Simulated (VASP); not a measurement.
Shape and ions are relaxed at each volume.

Energy against volume of BN (wurtzite). Computed with PBE GGA, VASP's PBE PAW potentials (set 64) (plane waves; VASP).

| V (Å³/atom) | E (eV/atom) |
|---|---|
| 5.614 | -8.68005 |
| 5.793 | -8.70134 |
| 5.973 | -8.70819 |
| 6.152 | -8.70247 |
| 6.331 | -8.68585 |

**Question.** Fit a third-order Birch-Murnaghan equation of state.

**Answer.** 
The volume per atom is 5.98 Å³/atom, the bulk modulus comes out as 373 GPa and the pressure derivative of the bulk modulus is 3.68.

Measured: bulk modulus 375 GPa (computed value off by -0.6 %), as given by Equation of state of wurtzitic boron nitride to 66 GPa, Appl. Phys. Lett., doi 10.1063/1.121186. The calculation is for a static lattice, while the measured bulk modulus holds thermal and zero-point effects, which are part of the difference.

The compound is BN in the wurtzite structure, a metastable high-pressure form. It was relaxed first.
